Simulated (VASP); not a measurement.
```
Ag2BaGeS4
1.0
   -3.43113     3.43113     4.15088
    3.43113    -3.43113     4.15088
    3.43113     3.43113    -4.15088
Ba Ag Ge S
1 2 1 4
Direct
  0.00000   0.00000   0.00000
  0.25000   0.75000   0.50000
  0.75000   0.25000   0.50000
  0.50000   0.50000   0.00000
  0.15553   0.15553   0.62212
  0.84447   0.46659   0.00000
  0.53341   0.53341   0.37788
  0.46659   0.84447   0.00000
```

All values below come from PBEsol GGA, VASP's PBE PAW potentials (set 64) (plane waves; VASP). Settings: 300 eV cut-off, 4×4×4 Γ-centred mesh, Fermi-Dirac smearing of 0.020 eV, potentials Ba_sv Ag Ge_d S.

Unless said otherwise, spin-orbit coupling is left out, though it shifts the bands of the heavy elements here.

### Question
Give the energies of bands 27 to 40 at the high-symmetry points, in eV from the valence-band maximum.

### Answer

| band | Γ | X | P | N | M | S | R |
|---|---|---|---|---|---|---|---|
| 27 | -2.87 | -3.10 | -3.18 | -3.19 | -3.52 | -3.37 | -3.26 |
| 28 | -2.77 | -2.62 | -2.40 | -3.04 | -3.31 | -3.13 | -3.04 |
| 29 | -2.17 | -2.28 | -2.23 | -2.82 | -2.79 | -2.99 | -3.00 |
| 30 | -2.12 | -2.25 | -2.12 | -2.73 | -2.79 | -2.67 | -2.62 |
| 31 | -2.12 | -2.10 | -1.95 | -2.19 | -2.49 | -2.45 | -2.44 |
| 32 | -1.52 | -1.85 | -1.95 | -2.13 | -2.49 | -2.31 | -2.25 |
| 33 | -1.32 | -1.74 | -1.91 | -1.75 | -1.33 | -1.46 | -1.42 |
| 34 | -1.32 | -1.72 | -1.28 | -1.29 | -1.33 | -1.24 | -1.27 |
| 35 | -1.02 | -0.76 | -1.28 | -0.35 | 0.00 | -0.16 | -0.30 |
| 36 | 0.45 | 1.83 | 1.63 | 1.87 | 1.19 | 1.32 | 1.43 |
| 37 | 2.85 | 2.25 | 2.56 | 2.27 | 2.93 | 2.64 | 2.49 |
| 38 | 2.90 | 2.75 | 2.56 | 2.50 | 3.04 | 3.05 | 3.05 |
| 39 | 3.62 | 3.40 | 3.08 | 3.21 | 3.04 | 3.15 | 3.27 |
| 40 | 4.09 | 3.51 | 3.58 | 3.88 | 3.57 | 3.42 | 3.44 |

The gap is indirect, 0.45 eV, from the valence maximum at M to the conduction minimum at Γ.

The structure comes from a computed database's BaAg2GeS4 entry; how it stands against other phases isn't given here. The cell was not relaxed at this level.
